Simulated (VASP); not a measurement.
A convergence study with VASP on BaTiO$_{3}$ (cubic perovskite): one setting is varied, all else stays as given below, so the limit is that of these other settings. The cell's lengths are 1 % over those of the tabulated start and one atom is moved, so it is off equilibrium.

```
CELL_PARAMETERS angstrom
      4.04000     0.00000     0.00000
      0.00000     4.04000     0.00000
      0.00000     0.00000     4.04000
ATOMIC_POSITIONS crystal
  Ba 0.00000 0.00000 0.00000
  Ti 0.50000 0.50000 0.50000
  O  0.50000 0.00000 0.50000
  O  0.00000 0.50000 0.50000
  O  0.51500 0.50000 0.00000
```

All values below come from PBEsol GGA, VASP's PBE PAW potentials (set 64) (plane waves; VASP). The tightest run used: 1000 eV cut-off, 6×6×6 Γ-centred mesh, Gaussian smearing of 0.050 eV, potentials Ba_sv Ti_sv O.

Unless said otherwise, spin-orbit coupling is left out, though it shifts the bands of the heavy elements here. Gaps are read on the run's mesh, which can miss a band edge.

Task: The settings run are ENCUT = 250; ENCUT = 300; ENCUT = 350; ENCUT = 400; ENCUT = 450; ENCUT = 500; ENCUT = 550; ENCUT = 600; ENCUT = 650; ENCUT = 700; ENCUT = 750; ENCUT = 800; ENCUT = 850; ENCUT = 1000. From which on does the stress (every component) stay within 0.5 GPa of the tightest run?

Result: From ENCUT = 500 on: it is off by 0.20 there and by no more than 0.5 in any finer run, while ENCUT = 450 is off by 1.31.
| setting | E (eV/atom) | pressure (GPa) | largest force (eV/Å) | gap on the mesh (eV) | plane waves | difference judged (GPa) |
|---|---|---|---|---|---|---|
| ENCUT = 250 | -8.5798 | -82.20 | 0.334 | 1.744 | 624 | 75.56 |
| ENCUT = 300 | -8.4554 | -41.73 | 0.285 | 1.564 | 804 | 35.10 |
| ENCUT = 350 | -8.4043 | -20.83 | 0.324 | 1.647 | 1000 | 14.19 |
| ENCUT = 400 | -8.3908 | -11.57 | 0.316 | 1.649 | 1222 | 4.93 |
| ENCUT = 450 | -8.3845 | -7.95 | 0.313 | 1.644 | 1472 | 1.31 |
| ENCUT = 500 | -8.3831 | -6.85 | 0.314 | 1.642 | 1743 | 0.20 |
| ENCUT = 550 | -8.3833 | -6.77 | 0.314 | 1.642 | 1956 | 0.12 |
| ENCUT = 600 | -8.3842 | -6.89 | 0.314 | 1.643 | 2272 | 0.24 |
| ENCUT = 650 | -8.3850 | -6.95 | 0.314 | 1.643 | 2517 | 0.31 |
| ENCUT = 700 | -8.3857 | -6.92 | 0.315 | 1.644 | 2800 | 0.28 |
| ENCUT = 750 | -8.3860 | -6.82 | 0.315 | 1.644 | 3112 | 0.18 |
| ENCUT = 800 | -8.3862 | -6.74 | 0.315 | 1.644 | 3448 | 0.09 |
| ENCUT = 850 | -8.3862 | -6.68 | 0.315 | 1.643 | 3755 | 0.04 |
| ENCUT = 1000 | -8.3861 | -6.64 | 0.315 | 1.643 | 4780 | 0.00 |

Left out are rungs that failed or repeat a setting and relaxations that didn't move; long series are thinned to 24 rows.

The compound is BaTiO3 in the cubic perovskite structure, the ideal cubic form; the compound distorts at low or room temperature. The cell was not relaxed at this level, it is distorted from the ideal structure.
